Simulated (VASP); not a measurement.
Computed with PBE GGA with D3 dispersion (Becke-Johnson damping), VASP's PBE PAW potentials (set 64) (plane waves; VASP 6.6.1).

A VASP calculation is set up with these files.

### INCAR
```
ALGO=Normal
EDIFF=1E-7
EDIFFG=-0.01
ENCUT=520
GGA=PE
IBRION=2
ISIF=4
ISMEAR=1
IVDW=12
LASPH=.TRUE.
LCHARG=.FALSE.
LMAXMIX=4
LREAL=.FALSE.
LWAVE=.FALSE.
NELM=100
NSW=30
PREC=Accurate
SIGMA=0.1
SYSTEM=As
```

File KPOINTS:
```
Automatic mesh
0
G
  12 12 12
0 0 0
```

File POSCAR:
```
As
1.0
  3.5360134043  -1.8946960827  -0.0534335281
  3.5360134043   1.8946960827  -0.0534335281
  2.5681663741   0.0000000000   3.0823106633
As
2
Cartesian
  2.2228482513   0.0000000000   0.6860816473
  7.4173449314   0.0000000000   2.2893619598
```

POTCAR, in this order: As (PBE.64 set). Program: vasp_std.

The run wrote:

**OSZICAR**
```
       N       E                     dE             d eps       ncg     rms          rms(c)
DAV:   1     0.302918326664E+02    0.30292E+02   -0.43735E+03  3402   0.926E+02
DAV:   2    -0.814355054214E+01   -0.38435E+02   -0.37312E+02  5241   0.123E+02
DAV:   3    -0.931603866071E+01   -0.11725E+01   -0.11638E+01  4055   0.258E+01
DAV:   4    -0.932186135773E+01   -0.58227E-02   -0.58208E-02  4259   0.187E+00
DAV:   5    -0.932187637743E+01   -0.15020E-04   -0.15019E-04  3913   0.836E-02    0.328E+00
DAV:   6    -0.931524874127E+01    0.66276E-02   -0.41179E-03  3853   0.536E-01    0.197E+00
DAV:   7    -0.931213243013E+01    0.31163E-02   -0.91428E-03  3598   0.826E-01    0.893E-02
DAV:   8    -0.931225398038E+01   -0.12155E-03   -0.28185E-04  3600   0.128E-01    0.317E-02
DAV:   9    -0.931229382666E+01   -0.39846E-04   -0.57996E-05  3809   0.625E-02    0.861E-03
DAV:  10    -0.931229331693E+01    0.50972E-06   -0.45871E-06  4150   0.143E-02    0.315E-03
DAV:  11    -0.931229320406E+01    0.11287E-06   -0.67653E-07  3584   0.642E-03    0.116E-03
DAV:  12    -0.931229335324E+01   -0.14918E-06   -0.37640E-08  1864   0.143E-03    0.270E-04
DAV:  13    -0.931229336157E+01   -0.83268E-08   -0.12239E-08  1746   0.912E-04
   1 F= -.10177772E+02 E0= -.10177787E+02  d E =-.101778E+02
```

File OUTCAR:
```
------------------------ aborting loop because EDIFF is reached ----------------------------------------
 Edisp (eV)   -0.86548
  FORCE on cell =-STRESS in cart. coord.  units (eV):
  Direction    XX          YY          ZZ          XY          YZ          ZX
  --------------------------------------------------------------------------------------
  Total      -0.00738    -0.00421    -0.00451     0.00000     0.00000    -0.00098
  in kB      -0.28279    -0.16138    -0.17294     0.00000     0.00000    -0.03747
  external pressure =       -0.21 kB  Pullay stress =        0.00 kB
  volume of cell :       41.82
      direct lattice vectors                 reciprocal lattice vectors
     3.536013404 -1.894696083 -0.053433528     0.139643976 -0.263894566 -0.116350687
     3.536013404  1.894696083 -0.053433528     0.139643976  0.263894566 -0.116350687
     2.568166374  0.000000000  3.082310663     0.004841608  0.000000000  0.320397926
 POSITION                                       TOTAL-FORCE (eV/Angst)
 -----------------------------------------------------------------------------------
      2.22285      0.00000      0.68608         0.004270      0.000000      0.001318
      7.41734      0.00000      2.28936        -0.004270      0.000000     -0.001318
 -----------------------------------------------------------------------------------
    total drift:                                0.000000     -0.000000      0.000000
  FREE ENERGIE OF THE ION-ELECTRON SYSTEM (eV)
  ---------------------------------------------------
  free  energy   TOTEN  =       -10.1777724500 eV

  energy  without entropy=      -10.1778165490  energy(sigma->0) =      -10.17778715

 reached required accuracy - stopping structural energy minimisation
```
(Selected blocks of OUTCAR.)

The compound is As in the a7 structure. It was relaxed first.
